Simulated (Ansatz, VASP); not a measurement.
# ZnS in two plane-wave programs, part 2 of 2

Wanted: the spread between two codes on one cell, functional and k mesh. The two relaxations start from unlike cells of this crystal (the structure described is Ansatz's start), so only their ends are compared.

VASP 6.6.1 and Ansatz 0.2.0.

So far: The starting structure; VASP: relaxation of cell and atoms, r2SCAN with rVV10.

## (3) Ansatz: relaxation of cell and atoms, r2SCAN with rVV10

Level of this step: Ansatz beside VASP: Kohn-Sham DFT, plane waves, r2SCAN with rVV10 (Ansatz).

Ansatz runs on its default PAW (the set named soft_2) files.

Its own start cell and the same functional, mesh and smearing now go to Ansatz, which takes its cutoff from its data sets.

File input.yaml:

```yaml
crystal:
  lattice:
    - [0.0, 2.702, 2.702]
    - [2.702, 0.0, 2.702]
    - [2.702, 2.702, 0.0]
  atoms:
    - { symbol: Zn, position: [0.25, 0.25, 0.25] }
    - { symbol: S, position: [0.0, 0.0, 0.0] }
kpoints:
  mp_grid: { grid: [8, 8, 8] }
hamiltonian:
  xc: r2scan
  dispersion: rvv10
scf:
  occupations: { method: gaussian, width: 0.02 }
output:
  forces: true
  stress: true
  eigenvalues: true
relax:
  adjacent_minimum: "off"
  f_tol: 0.005
  max_steps: 60
  cell: { stress_tol: 0.03 }
```

Command:

```sh
$ ansatz run input.yaml --threads 4 --pin off --max-ram 8192MiB --backend cpu --events-out ev --progress --plain --runs-dir out
```

Numbers of over 12 decimals in the logs are rounded to 6 here.

What it wrote:

```text
Engine: ansatz 0.2.0, aarch64-unknown-linux-gnu
Pseudopotentials: kind: paw
Pseudopotential: Zn, paw, valence charge 12, recommended cutoff 500 eV (meta_gga), Zn.paw.azcp
Pseudopotential: S, paw, valence charge 6, recommended cutoff 500 eV (meta_gga), S.paw.azcp
Functional definition: r2SCAN+rVV10
  parameter k0 = 0.174
  parameter k1 = 0.065
  parameter a1 = 4.9479
  exchange = r2scan_x(k0 = k0, k1 = k1, a1 = a1)
  correlation = r2scan_c + rvv10(11.95, 0.0093)
Crystal: 2 atoms, lattice volume = 39.454 Å³
Basis set: ecut = 500 eV, 965 PW (Γ), exchange–correlation on 128×128×128 points (64 copies of the dense FFT grid, shifted against one another)
Bands: 13, of which v1, the nominal top of the filled ones, is band 9 counted from 1 (8 counted from 0)
Symmetry: 24 space group operations
Space group: F-43m (ITA 216), of the structure as read, at distance tolerance 3.4e-5 Å
k-points: 29 of 512 (time reversal used)
Non-local potential: Zn, projectors of the file, l = 0: 2, l = 1: 2, l = 2: 3, l = 3: 1
Non-local potential: S, projectors of the file, l = 0: 2, l = 1: 2, l = 2: 2
PAW form: soft (Blöchl's): semilocal exchange-correlation on the pseudo side does not see the compensation charge
rVV10 density: all electrons in the spheres
PAW frozen core: Zn, regenerated for the run's functional (the file was generated under x = pbe(κ = 0.804, μ = 0.219515), c = pbe(β = 0.066725))
PAW frozen core: S, regenerated for the run's functional (the file was generated under x = pbe(κ = 0.804, μ = 0.219515), c = pbe(β = 0.066725))
PAW one-centre angular grid: Zn, 590 points (default); XC on 261 of its mesh's 2673 points in the sphere
PAW one-centre angular grid: S, 302 points (default); XC on 160 Gauss nodes
Initial density: superposition of atomic densities (neutral atoms: chi_scale 0, normalization atom), corrected by the library's trained network
Initial wavefunctions: pseudopotential atomic-orbital guess
Functional: x = r2scan, c = r2scan + rvv10(b = 11.95, C = 0.0093); τ floored in thin density (d = 2e-4 eV/Å³)
SCF iter   1: F=—  HF=-4231.748858 eV  |F-HF|=—  |Δ(HF+E_count)|=         —  Δρ=1.47e-2  dr2=4.41e-2  dr2_τ=6.05e-3  ethr=1.77e-3  ⟨swp⟩=6.4  Hψ=2427  notcnv=0
preconditioner: auto → none  [insulator: Δε(μ)=2.584 eV  Ē_g=12.991 eV  σ=0.020 eV  W_gap=1.00  n_scr=14 (ndim 8)  ℏωp=25.1 eV  f_vac=0.027  D(μ)=0.00/eV (n_scr^D=0)  ε∞_Penn≈4.7]
SCF iter   2: F=—  HF=-4231.751567 eV  |F-HF|=—  |Δ(HF+E_count)|=   2.71e-3  Δρ=4.46e-3  dr2=8.18e-3  dr2_τ=3.78e-4  ethr=2.45e-4  ⟨swp⟩=2.7  Hψ=996  notcnv=0
SCF iter   3: F=—  HF=-4231.746714 eV  |F-HF|=—  |Δ(HF+E_count)|=   4.85e-3  Δρ=2.84e-3  dr2=1.30e-3  dr2_τ=9.56e-6  ethr=4.55e-5  ⟨swp⟩=2.3  Hψ=736  notcnv=0
SCF iter   4: F=—  HF=-4231.747050 eV  |F-HF|=—  |Δ(HF+E_count)|=   3.35e-4  Δρ=4.21e-4  dr2=1.08e-4  dr2_τ=8.29e-6  ethr=7.21e-6  ⟨swp⟩=2.9  Hψ=954  notcnv=0
SCF iter   5: F=—  HF=-4231.747008 eV  |F-HF|=—  |Δ(HF+E_count)|=   4.11e-5  Δρ=1.01e-4  dr2=3.70e-6  dr2_τ=4.56e-8  ethr=6.00e-7  ⟨swp⟩=2.1  Hψ=560  notcnv=0
SCF iter   6: F=—  HF=-4231.747006 eV  |F-HF|=—  |Δ(HF+E_count)|=   2.83e-6  Δρ=1.37e-5  dr2=4.08e-8  dr2_τ=1.46e-9  ethr=5.56e-10  ⟨swp⟩=4.3  Hψ=2084  notcnv=0
SCF iter   7: F=-4231.747006 eV  HF=-4231.747006 eV  |F-HF|=2.37e-10  |Δ(HF+E_count)|=   1.56e-8  Δρ=1.82e-6  dr2=7.11e-10  dr2_τ=1.60e-11  ethr=2.27e-10  ⟨swp⟩=2.6  Hψ=1376  notcnv=0
SCF 1 converged in 7 iterations: F = -4231.747006 eV  dr2 = 7.11e-10
  greatest PAW one-centre occupation: 0.983 electrons in one spin orbital (limit 2), on the Zn atom at site 0 (counted from 0), in its partial waves of l = 2
relax step   1: F+E_penalty+E_count = -4231.74700563 eV  Δ(F+E_penalty+E_count) = +0.000e0 eV  max|allowed force component| = 2.035e-16 eV/Å  Δτ_max = 0.0000 Å  P = -1.546 GPa  Ω = 39.454 Å³  (7 SCF iters, dr2 threshold 1.00e-7 eV, accepted)
[...]
relax step   2: F+E_penalty+E_count = -4231.75031181 eV  Δ(F+E_penalty+E_count) = -3.306e-3 eV  max|allowed force component| = 5.551e-17 eV/Å  Δτ_max = 0.0000 Å  P = -0.625 GPa  Ω = 38.983 Å³  energy of the carried Pulay correction = +1.052e-4 eV  (6 SCF iters, dr2 threshold 2.00e-7 eV, accepted)
[...]
relax step   3: F+E_penalty+E_count = -4231.75097490 eV  Δ(F+E_penalty+E_count) = -6.631e-4 eV  max|allowed force component| = 5.320e-17 eV/Å  Δτ_max = 0.0000 Å  P = +0.022 GPa  Ω = 38.671 Å³  energy of the carried Pulay correction = +1.757e-4 eV  (5 SCF iters, dr2 threshold 2.00e-7 eV, accepted)
[...]
relax step   4: F+E_penalty+E_count = -4231.75079833 eV  Δ(F+E_penalty+E_count) = +1.766e-4 eV  max|allowed force component| = 3.469e-17 eV/Å  Δτ_max = 0.0000 Å  P = +0.017 GPa  Ω = 38.671 Å³  stress off target by 1.71e-2 GPa  SCF on the basis re-selected at this cell (its energy is not comparable with the rows above)  (6 SCF iters)
basis re-selected at this cell: Δ(F+E_penalty+E_count) = +1.766e-4 eV, ΔP = -0.005 GPa vs the last step (what re-selecting the basis moved, of the pressure what is left beyond the Pulay correction that the steps carried, after the strain that the cell walked since its last selection, with what the two solves' SCF thresholds leave and, on support functions, any second-order correction that the steps lacked; it is no m [...]
SCF converged after 6 iterations
Free energy (F): -4231.750798 eV
Harris-Foulkes:  -4231.750798 eV  (|F-HF|=9.09e-13)
Internal energy: -4231.750798 eV  (E = F + TS)
E sigma→0 (E₀):  -4231.750798 eV
Fermi energy:    7.117659 eV
--- Per-component energies (eV) ---
  E_band       = 0.800136
  E_kinetic    = 237.683150
  E_local      = -2032.622924  (includes V_loc(G=0)·N_el)
  E_nonlocal   = 646.242108
  E_hartree    = 852.834195
  E_xc         = -214.233839
  E_vxc        = -148.062902  (∫ρ·V_xc dr)
  E_paw        = -2459.581728  (= ΣΔE_a)
  E_vpaw       = -415.449386  (= ΣTr[D̂ρ^β])
  E_aug_tail   = 0.000011  (compensation charges beyond the density's cutoff)
  E_vtau       = 7.341682  (kinetic-family band-sum trace: ∫τ·v_τ [+ j·A + Jᵃ·Aᵃ] dr)
  E_ewald      = -1261.779385
  E_core_change = -0.292385  (= ΣΔE_core)
  E_smearing   = -0.000000  (= −TS)
  E_closure    = 0.000000  (closes the sum)
  Σ components = -4231.750798   (vs F -4231.750798, Δ=0.00e0)
--- Forces (eV/Å), atoms counted from 1 ---
  atom   1  Zn     0.00000000    -0.00000000     0.00000000
  atom   2  S      0.00000000    -0.00000000    -0.00000000
  max |Σ_I F_I| component: 2.54e-17 eV/Å
--- Stress (GPa, compression-positive) ---
        0.017079      -0.000000      -0.000000
       -0.000000       0.017079       0.000000
       -0.000000      -0.000000       0.017079
  P = ⅓ Tr σ = 0.0171 GPa (0.171 kbar)
--- Band table (eV; the first three rows and the last of 29) ---
  k-point 0: bands = [... 5 lower, -0.2402, 5.7649, 5.7649, 5.7649, 8.4702, 12.5970, 12.5970, 12.5970]
  k-point 1: bands = [... 5 lower, -0.2419, 4.6564, 5.6086, 5.6086, 9.2663, 12.5042, 12.8653, 12.8653]
  k-point 2: bands = [... 5 lower, -0.2384, 2.8547, 5.2674, 5.2674, 9.7877, 13.2079, 13.2375, 13.2375]
  k-point 28: bands = [... 5 lower, 0.1815, 1.0180, 2.8350, 2.8830, 11.7339, 12.4280, 14.2151, 14.3508]
--- Relaxed structure (3 steps of the walk, 3 accepted, 1 SCFs on fresh bases) ---
  F+E_penalty+E_count = -4231.75079833 eV   max|allowed force component| = 3.469e-17 eV/Å   (the final SCF, on the basis selected at the relaxed cell)
  cell:  # Å, volume = 38.6708 Å³
    - [0, 2.684012, 2.684012]
    - [2.684012, 0, 2.684012]
    - [2.684012, 2.684012, 0]
  atoms:
    - { symbol: Zn, position: [0.25, 0.25, 0.25] }
    - { symbol: S, position: [0, 0, 0] }
```

## (4) Differences

Known differences besides the potentials themselves: VASP keeps PBE cores, Ansatz makes them for the functional; the cutoff is 500 eV in Ansatz and 550 eV in VASP; Ansatz adds a Pulay correction to the stress that steers its cell, VASP none. Total energies have different zeros and are not compared.

Compared:

```
                                         quantity  Ansatz   VASP  difference
                                      volume (Å³)   38.67  38.71     -0.11 %
edge a after relaxation, in the typed setting (Å)   3.796  3.797     -0.04 %
```

## (5) Outcome

```yaml
difference_in_volume_relaxation_of_cell_and_atoms_r2scan_with_rvv10: -0.11 %
```

In words: The difference in volume is -0.11 % (relaxation of cell and atoms, r2SCAN with rVV10), within the 1.2 % picked in this series as the mark of a large difference, as far as the stopping tolerances let one tell. Such differences can come from data sets, numerical settings and the points named under the comparisons, not from the functional's error against experiment.

[Lines on the potential files, build, host, timing and source positions are cut from VASP's logs without a mark.]

[Logs are printed without paths, hosts, clocks, repeated set-up lines and the standing remarks that a program may print on its own settings, such as how far it seeks lower states.]

[Hosts, paths, dates, database ids (printed as entryN), source tags and the programs' standing remarks are cut or masked in the printed files.]
